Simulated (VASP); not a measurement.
Data:

```
ZrO2
1.0
    0.00000     2.54500     2.54500
    2.54500     0.00000     2.54500
    2.54500     2.54500     0.00000
Zr O
1 2
Direct
  0.00000   0.00000   0.00000
  0.25000   0.25000   0.25000
  0.75000   0.75000   0.75000
```

Level of theory: PBE GGA, VASP's PBE PAW potentials (set 64) (plane waves; VASP). Numerical set-up: 520 eV cut-off, 7×7×7 Γ-centred mesh, Gaussian smearing of 0.050 eV, potentials Zr_sv O.

### Question
Give the stress tensor in GPa (positive for a compressed cell).

### Answer

```
4.01  0.00  0.00
0.00  4.01  0.00
0.00  0.00  4.01
```
The pressure is its mean diagonal, 4.01 GPa.

The compound is ZrO2 in the fluorite structure, the high-temperature cubic form, which is unstable at 0 K; the monoclinic form is the stable one. The cell was not relaxed at this level.
